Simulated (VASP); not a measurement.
Input:

```
Cd
1.0
    1.51980    -2.63237     0.00000
    1.51980     2.63237     0.00000
    0.00000     0.00000     5.73240
Cd
2
Direct
  0.33333   0.66667   0.25000
  0.66667   0.33333   0.75000
```

Level of theory: PBE GGA, VASP's PBE PAW potentials (set 64) (plane waves; VASP). Settings: 400 eV cut-off, 10×10×5 Γ-centred mesh, first-order Methfessel-Paxton smearing of 0.10 eV, potentials Cd.

### Question
Give the stress tensor in GPa (positive for a compressed cell).

### Answer

```
-0.78   0.00   0.00
 0.00  -0.78   0.00
 0.00   0.00  -1.32
```
The pressure is its mean diagonal, -0.96 GPa.

The compound is Cd in the hcp structure. The cell was not relaxed at this level.
